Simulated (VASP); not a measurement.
A convergence study with VASP on Y (hcp): one setting is varied, all else stays as given below, so the limit is that of these other settings.

```
Y
1.0
    1.82500    -3.16099     0.00000
    1.82500     3.16099     0.00000
    0.00000     0.00000     5.73000
Y
2
Cartesian
  1.82500   1.05367   1.43250
  1.82500  -1.05367   4.29750
```

Level of theory: PBE GGA, VASP's PBE PAW potentials (set 64) (plane waves; VASP). The tightest run used: 550 eV cut-off, 21×21×11 Γ-centred mesh, first-order Methfessel-Paxton smearing of 0.10 eV, potentials Y_sv.

```tsv
setting	E (eV/atom)	pressure (GPa)	irreducible k-points
1×1×1 mesh	-7.7161	13.98	1
2×2×1 mesh	-7.0245	-8.57	2
3×3×2 mesh	-6.3730	-0.92	6
4×4×2 mesh	-6.4045	0.56	8
5×5×3 mesh	-6.4082	-0.22	10
```

Q: These are the cheaper rows. Estimate the results at 21×21×11 mesh, and how far the last row shown lies from them.

A: 
```tsv
quantity	tightest run	last row shown is off by
E (eV/atom)	-6.4326	0.0244
pressure (GPa)	-0.36	0.14
```

Left out are rungs that failed or repeat a setting and relaxations that didn't move; long series are thinned to 24 rows.

The compound is Y in the hcp structure. The cell was not relaxed at this level.
